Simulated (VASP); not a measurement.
Consider the following.

```yaml
crystal:
  lattice:
    - [3.81555, 0.00000, 0.00000]
    - [0.00000, 3.81555, 0.00000]
    - [0.00000, 0.00000, 3.81555]
  atoms:
    - { symbol: Sr, position: [0.00000, 0.00000, 0.00000] }
    - { symbol: V, position: [0.50000, 0.50000, 0.50000] }
    - { symbol: O, position: [0.50000, 0.00000, 0.50000] }
    - { symbol: O, position: [0.00000, 0.50000, 0.50000] }
    - { symbol: O, position: [0.50000, 0.50000, 0.00000] }
```

The numbers are results of PBEsol GGA, VASP's PBE PAW potentials (set 64) (plane waves; VASP), not measurements. Settings: 520 eV cut-off, 7×7×7 Γ-centred mesh, first-order Methfessel-Paxton smearing of 0.10 eV, potentials Sr_sv V_sv O.

What does the run give for the energy per atom (σ→0), band gap (on the k-mesh) with the smallest direct gap where there is one?

The band gap (on the k-mesh) comes out as none (metal, semimetal or under 0.01 eV) and the energy per atom (σ→0) is -799.0 kJ/mol-atom.

The absolute energy has meaning only against runs of the same code, potentials and settings.

The compound is SrVO3 in the cubic perovskite structure. It was relaxed first. The start is the result of an earlier pass. The run is not spin-polarised, so no magnetic state was tried. The electron count is odd and the run is not spin-polarised, which forces a metal.
